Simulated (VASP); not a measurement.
An input for Quantum ESPRESSO's pw.x (written as the equivalent of a VASP run, and not itself run):

```
&CONTROL
  calculation = 'scf'
  pseudo_dir = './pseudo'
  outdir = './out'
  tprnfor = .true.
  tstress = .true.
/
&SYSTEM
  ibrav = 0
  nat = 2
  ntyp = 2
  ecutwfc = 98
  occupations = 'smearing'
  smearing = 'methfessel-paxton'
  degauss = 0.00735
  input_dft = 'pbe'
/
&ELECTRONS
  conv_thr = 7.3e-08
  electron_maxstep = 100
/
ATOMIC_SPECIES
  Zn 65.380 Zn.upf
  Ni 58.693 Ni.upf
CELL_PARAMETERS angstrom
     2.8891300    0.0000000    0.0000000
     0.0000000    2.8891300    0.0000000
     0.0000000    0.0000000    2.8891300
ATOMIC_POSITIONS crystal
  Zn   0.5000000  0.5000000  0.5000000
  Ni   0.0000000  0.0000000  0.0000000
K_POINTS automatic
  11 11 11 0 0 0
HUBBARD {ortho-atomic}
U Zn-3d 5
U Ni-3d 5
```

Task: Translate this input to VASP (INCAR, KPOINTS, POSCAR, choice of POTCAR).

Result: This is not unique; one that fits is 
### INCAR
```
! general
SYSTEM   =ZnNi
PREC     =Accurate
ENCUT    =400   ! plane-wave cut-off (eV)
LREAL    =F   ! projection in real space or not
LASPH    =T   ! aspherical one-centre terms

! electronic loop
EDIFF    =1E-6   ! SCF stop (eV)
NELM     =100   ! most electronic steps
ALGO     =Normal   ! blocked Davidson
LMAXMIX  =2   ! l cut-off of mixed one-centre charges

! smearing
ISMEAR   =1   ! Methfessel-Paxton
SIGMA    =0.1

! functional
GGA      =PE

! DFT+U
LDAU     =T
LDAUTYPE =2   ! Dudarev
LDAUL    =2 2
LDAUU    =5.0 5.0
LDAUJ    =0 0
LDAUPRINT=1

! ions
ISIF     =2   ! forces and stress, cell fixed

! output
LWAVE    =F
LCHARG   =F
LORBIT   =10
```

File POSCAR:
```
ZnNi
1
    2.8891300000     0.0000000000     0.0000000000
    0.0000000000     2.8891300000     0.0000000000
    0.0000000000     0.0000000000     2.8891300000
Zn Ni
1 1
Direct
  0.5000000000   0.5000000000   0.5000000000
  0.0000000000   0.0000000000   0.0000000000
```

KPOINTS:
```
Automatic mesh
0
Gamma
11 11 11
0 0 0
```

POTCAR, in this order: Zn Ni (PBE.64 set). Program: vasp_std.

The two are equivalent in intent, not identical: the potentials are each code's own (VASP's PAW set, PseudoDojo norm-conserving files in pw.x), so ENCUT and ecutwfc are chosen apart and not converted; conv_thr bounds pw.x's estimated SCF error, while EDIFF bounds the energy change between steps; the +U projectors differ (PAW spheres against orthogonalised atomic orbitals), so the same U acts differently.

The structure comes from a computed database's ZnNi entry (Pm-3m); how it stands against other phases isn't given here. The cell was not relaxed at this level. The run is one of a series of settings (LDAU = .TRUE., LDAUJ = 0 0, LDAUL = 2 2, LDAUTYPE = 2, LDAUU = 5.0 5.0, LMAXMIX = 2 against the base run), some of them coarse on purpose.
